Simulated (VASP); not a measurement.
An input for Ansatz (written as the equivalent of a VASP run, and not itself run):

Ansatz 0.2 input:
```yaml
crystal:
  lattice:
    - [1.2331900, 0.7119830, 8.2826170]
    - [-1.2331900, 0.7119830, 8.2826170]
    - [0.0000000, -1.4239650, 8.2826170]
  atoms:
    - { symbol: C, position: [0.9128300, 0.9128300, 0.9128300] }
    - { symbol: C, position: [0.0871700, 0.0871700, 0.0871700] }
    - { symbol: C, position: [0.2461530, 0.2461530, 0.2461530] }
    - { symbol: C, position: [0.7538470, 0.7538470, 0.7538470] }
kpoints:
  mp_grid: { grid: [8, 8, 8] }
hamiltonian:
  xc: pbesol
  pseudopotentials: { kind: paw }
scf:
  occupations: { method: fermi_dirac, width: 0.1 }
  max_iter: 100
output: { forces: true, stress: true, eigenvalues: true }
```

**Question.** Write the VASP files for the same calculation (PBEsol).

**Answer.** Several could match; the one computed here: 
### POSCAR
```
C
1
    1.2331900000     0.7119830000     8.2826170000
   -1.2331900000     0.7119830000     8.2826170000
    0.0000000000    -1.4239650000     8.2826170000
C
4
Direct
  0.9128300000   0.9128300000   0.9128300000
  0.0871700000   0.0871700000   0.0871700000
  0.2461530000   0.2461530000   0.2461530000
  0.7538470000   0.7538470000   0.7538470000
```

KPOINTS:
```
Automatic mesh
0
Gamma
8 8 8
0 0 0
```

**INCAR**
```
ALGO = Normal
EDIFF = 1E-6
ENCUT = 400
GGA = PS
ISIF = 2
ISMEAR = -1
LASPH = .True.
LCHARG = .False.
LREAL = .False.
LWAVE = .False.
NELM = 100
PREC = Accurate
SIGMA = 0.1
SYSTEM = C
```

POTCAR, in this order: C (PBE.64 set). Program: vasp_std.

Limits of the translation: each code has its own PAW files, so the cut-off isn't converted (ENCUT is set for VASP's; basis.ecutwfc is left out, and Ansatz then takes the one that its files recommend); Ansatz stops its SCF on the density residual and VASP on the energy change (EDIFF).

The structure comes from a computed database's C entry; how it stands against other phases isn't given here. The cell was not relaxed at this level. The run is one of a series of settings (GGA = PS, POTCAR C (PBE.64 set) against the base run), some of them coarse on purpose.
